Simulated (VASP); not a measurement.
Method: PBEsol GGA, VASP's PBE PAW potentials (set 64) (plane waves; VASP).

VASP ran on this input.

**POSCAR**
```
CsSnI3
1
    6.1569952078     0.0000000000     0.0000000000
    0.0000000000     6.1569952078     0.0000000000
    0.0000000000     0.0000000000     6.1569952078
Cs Sn I
1 1 3
Direct
  0.0000000000   0.0000000000   0.0000000000
  0.5000000000   0.5000000000   0.5000000000
  0.5000000000   0.0000000000   0.5000000000
  0.0000000000   0.5000000000   0.5000000000
  0.5000000000   0.5000000000   0.0000000000
```

**INCAR**
```
# general
SYSTEM   =  CsSnI3
PREC     =  Accurate
ENCUT    =  400
LREAL    =  F   # projection in real space or not
LASPH    =  T

# electronic loop
EDIFF    =  1E-7   # SCF stop (eV)
NELM     =  100
ALGO     =  Normal   # blocked Davidson
LMAXMIX  =  4

# smearing
ISMEAR   =  -5   # tetrahedra, Bloechl

# functional
GGA      =  PS

# ions
ISIF     =  2

# output
LWAVE    =  F
LCHARG   =  T
LORBIT   =  11   # lm-projected
NEDOS    =  601

# other
LEFG     =  T
```

KPOINTS:
```
Automatic mesh
0
G
 4 4 4
```

POTCAR, in this order: Cs_sv Sn_d I (PBE.64 set). Program: vasp_std.

The resulting files:

File OSZICAR:
```
       N       E                     dE             d eps       ncg     rms          rms(c)
DAV:   1     0.313847519928E+03    0.31385E+03   -0.16166E+04   520   0.127E+03
DAV:   2     0.206173062376E+02   -0.29323E+03   -0.28842E+03   650   0.274E+02
DAV:   3    -0.138469841216E+02   -0.34464E+02   -0.34351E+02   574   0.110E+02
DAV:   4    -0.152096204531E+02   -0.13626E+01   -0.13583E+01   748   0.264E+01
DAV:   5    -0.152434322858E+02   -0.33812E-01   -0.33805E-01   738   0.353E+00    0.450E+00
DAV:   6    -0.150245723080E+02    0.21886E+00   -0.40371E-01   680   0.376E+00    0.289E+00
DAV:   7    -0.150033086156E+02    0.21264E-01   -0.27242E-01   678   0.241E+00    0.867E-01
DAV:   8    -0.150047291826E+02   -0.14206E-02   -0.39070E-02   616   0.143E+00    0.258E-01
DAV:   9    -0.150047797765E+02   -0.50594E-04   -0.21998E-03   668   0.374E-01    0.917E-02
DAV:  10    -0.150050197535E+02   -0.23998E-03   -0.60870E-04   684   0.136E-01    0.410E-02
DAV:  11    -0.150050541821E+02   -0.34429E-04   -0.28488E-04   602   0.119E-01    0.298E-02
DAV:  12    -0.150050541898E+02   -0.77043E-08   -0.24095E-05   618   0.242E-02    0.205E-02
DAV:  13    -0.150050538695E+02    0.32032E-06   -0.16658E-06   686   0.729E-03    0.625E-03
DAV:  14    -0.150050533830E+02    0.48652E-06   -0.21047E-06   686   0.117E-02    0.333E-03
DAV:  15    -0.150050535091E+02   -0.12611E-06   -0.21121E-07   520   0.242E-03    0.311E-03
DAV:  16    -0.150050535799E+02   -0.70758E-07   -0.46745E-08   328   0.201E-03
   1 F= -.15005054E+02 E0= -.15005054E+02  d E =0.000000E+00
```

File OUTCAR:
```
------------------------ aborting loop because EDIFF is reached ----------------------------------------
  FORCE on cell =-STRESS in cart. coord.  units (eV):
  Direction    XX          YY          ZZ          XY          YZ          ZX
  --------------------------------------------------------------------------------------
  Total        0.0036182      0.0036182      0.0036182      0.0000000      0.0000000     -0.0000000
  in kB        0.0248365      0.0248365      0.0248365      0.0000000      0.0000000     -0.0000000
  external PRESSURE =       0.0248365 kB  Pullay stress =       0.0000000 kB
  volume of cell :      233.40
      direct lattice vectors                 reciprocal lattice vectors
     6.156995208  0.000000000  0.000000000     0.162416888  0.000000000  0.000000000
     0.000000000  6.156995208  0.000000000     0.000000000  0.162416888  0.000000000
     0.000000000  0.000000000  6.156995208     0.000000000  0.000000000  0.162416888
 POSITION                                       TOTAL-FORCE (eV/Angst)
 -----------------------------------------------------------------------------------
      0.00000      0.00000      0.00000         0.000000      0.000000      0.000000
      3.07850      3.07850      3.07850         0.000000      0.000000      0.000000
      3.07850      0.00000      3.07850         0.000000      0.000000      0.000000
      0.00000      3.07850      3.07850         0.000000      0.000000      0.000000
      3.07850      3.07850      0.00000         0.000000      0.000000      0.000000
 -----------------------------------------------------------------------------------
    total drift:                                0.000000      0.000000     -0.000000
  FREE ENERGIE OF THE ION-ELECTRON SYSTEM (eV)
  ---------------------------------------------------
  free  energy   TOTEN  =       -15.0050535799 eV

  energy  without entropy=      -15.0050535799  energy(sigma->0) =      -15.00505358

 total charge

# of ion       s       p       d       tot
------------------------------------------
    1        1.848   4.697   0.013   6.558
    2        1.410   0.642   9.999  12.052
    3        1.507   2.779   0.012   4.298
    4        1.507   2.779   0.012   4.298
    5        1.507   2.779   0.012   4.298
--------------------------------------------------
tot          7.779  13.678  10.048  31.505
```
(Selected blocks of OUTCAR.)

The compound is CsSnI3 in the cubic perovskite structure, the ideal cubic form; the compound distorts at low or room temperature. It was relaxed first.
